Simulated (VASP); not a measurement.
The input files of a VASP run:

### KPOINTS
```
Automatic mesh
0
Gamma
14 14 14
0 0 0
```

POSCAR:
```
NiAl
5.788940
  0.4999999843   0.0000000000   0.0000000000
  0.0000000000   0.4999999843   0.0000000000
  0.0000000000   0.0000000000   0.4999999843
Al Ni
1 1
Cartesian
  0.2499999921   0.2499999921   0.2499999921
  0.0000000000   0.0000000000   0.0000000000
```

**INCAR**
```
SYSTEM = NiAl
PREC = Accurate
ENCUT = 520
EDIFF = 1E-7
NELM = 100
ALGO = Normal
LREAL = .FALSE.
LASPH = .TRUE.
ISMEAR = -5
GGA = 91
LMAXMIX = 4
LWAVE = .FALSE.
LCHARG = .TRUE.
LORBIT = 11
NEDOS = 601
ISIF = 2
```

POTCAR, in this order: Al Ni (PBE.64 set). Program: vasp_std.

Problem. Write an equivalent input for Quantum ESPRESSO's pw.x.

Solution. One equivalent input (not run):
```
&CONTROL
  calculation = 'scf'
  pseudo_dir = './pseudo'
  outdir = './out'
  tprnfor = .true.
  tstress = .true.
/
&SYSTEM
  ibrav = 0
  nat = 2
  ntyp = 2
  ecutwfc = 98
  occupations = 'tetrahedra'
  input_dft = 'pw91'
/
&ELECTRONS
  conv_thr = 7.3e-09
  electron_maxstep = 100
/
ATOMIC_SPECIES
  Al 26.982 Al.upf
  Ni 58.693 Ni.upf
CELL_PARAMETERS angstrom
     2.8944699    0.0000000   -0.0000000
     0.0000000    2.8944699   -0.0000000
     0.0000000    0.0000000    2.8944699
ATOMIC_POSITIONS crystal
  Al   0.5000000  0.5000000  0.5000000
  Ni   0.0000000  0.0000000  0.0000000
K_POINTS automatic
  14 14 14 0 0 0
```
Limits of the translation: the potentials are each code's own (VASP's PAW set, PseudoDojo norm-conserving files in pw.x), so ENCUT and ecutwfc are chosen apart and not converted; conv_thr bounds pw.x's estimated SCF error, while EDIFF bounds the energy change between steps.

The compound is NiAl in the CsCl type structure. It was relaxed first.
